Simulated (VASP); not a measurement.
A convergence study with VASP on Rh (fcc): one setting is varied, all else stays as given below, so the limit is that of these other settings. The cell's lengths are 1 % over those of the tabulated start, so it is off equilibrium.

```yaml
crystal:
  lattice:
    - [0.00000, 1.91900, 1.91900]
    - [1.91900, 0.00000, 1.91900]
    - [1.91900, 1.91900, 0.00000]
  atoms:
    - { symbol: Rh, position: [0.00000, 0.00000, 0.00000] }
```

All values below come from PBE GGA, VASP's PBE PAW potentials (set 64) (plane waves; VASP). The tightest run used: 1000 eV cut-off, 18×18×18 Γ-centred mesh, first-order Methfessel-Paxton smearing of 0.10 eV, potentials Rh_pv.

| setting | E (eV/atom) | pressure (GPa) | plane waves |
|---|---|---|---|
| ENCUT = 150 | -1.4294 | -866.70 | 64 |
| ENCUT = 200 | -6.7707 | -133.16 | 100 |
| ENCUT = 250 | -7.2452 | -10.40 | 138 |
| ENCUT = 300 | -7.2633 | -2.05 | 175 |
| ENCUT = 350 | -7.2546 | -3.77 | 222 |
| ENCUT = 400 | -7.2561 | -2.90 | 271 |

Q: These are the cheaper rows. Estimate the results at ENCUT = 1000, and how far the last row shown lies from them.

A: 
```
quantity        tightest run  last row shown is off by
--------------  ------------  ------------------------
E (eV/atom)          -7.2578                    0.0017
pressure (GPa)         -1.62                     -1.28
```

Left out are rungs that failed or repeat a setting and relaxations that didn't move; long series are thinned to 24 rows.

The compound is Rh in the fcc structure. The cell was not relaxed at this level.
